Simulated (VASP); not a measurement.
An input for Quantum ESPRESSO's pw.x (written as the equivalent of a VASP run, and not itself run):

```
&CONTROL
  calculation = 'vc-relax'
  pseudo_dir = './pseudo'
  outdir = './out'
  tprnfor = .true.
  tstress = .true.
  nstep = 40
  forc_conv_thr = 0.00078
/
&SYSTEM
  ibrav = 0
  nat = 3
  ntyp = 2
  ecutwfc = 80
  occupations = 'smearing'
  smearing = 'methfessel-paxton'
  degauss = 0.00735
  input_dft = 'pbesol'
/
&ELECTRONS
  conv_thr = 7.3e-08
  electron_maxstep = 100
/
&IONS
/
&CELL
  press = 200
/
ATOMIC_SPECIES
  Si 28.085 Si.upf
  Mo 95.950 Mo.upf
CELL_PARAMETERS angstrom
    -1.5513547    1.5513547    3.8298991
     1.5513547   -1.5513547    3.8298991
     1.5513547    1.5513547   -3.8298991
ATOMIC_POSITIONS crystal
  Si   0.6660274  0.6660274  1.0000000
  Si   0.3339726  0.3339726  1.0000000
  Mo   0.0000000  0.0000000  0.0000000
K_POINTS automatic
  14 14 14 0 0 0
```

Task: Translate this input to VASP (INCAR, KPOINTS, POSCAR, choice of POTCAR).

Result: One answer among several that fit: 
### POSCAR
```
MoSi2
1
   -1.5513547262     1.5513547262     3.8298991305
    1.5513547262    -1.5513547262     3.8298991305
    1.5513547262     1.5513547262    -3.8298991305
Si Mo
2 1
Direct
  0.6660273750   0.6660273750   1.0000000000
  0.3339726250   0.3339726250   1.0000000000
  0.0000000000   0.0000000000   0.0000000000
```

INCAR:
```
SYSTEM = MoSi2
PREC = Accurate
ENCUT = 500
EDIFF = 1E-6
NELM = 100
ALGO = Normal
LREAL = .FALSE.
LASPH = .TRUE.
ISMEAR = 1
SIGMA = 0.1
GGA = PS
LMAXMIX = 4
LWAVE = .FALSE.
LCHARG = .FALSE.
IBRION = 2
ISIF = 3
NSW = 40
EDIFFG = -0.02
PSTRESS = 200
```

KPOINTS:
```
K-points
0
G
 14 14 14
```

POTCAR, in this order: Si Mo_sv (PBE.64 set). Program: vasp_std.

What does not carry over: the potentials are each code's own (VASP's PAW set, PseudoDojo norm-conserving files in pw.x), so ENCUT and ecutwfc are chosen apart and not converted; conv_thr bounds pw.x's estimated SCF error, while EDIFF bounds the energy change between steps; forc_conv_thr acts on force components and is met together with etot_conv_thr.

The compound is MoSi2 in the MoSi2 type structure. This run relaxes it under an external pressure of 20 GPa. Symmetry was kept, so distortions that lower it aren't found.
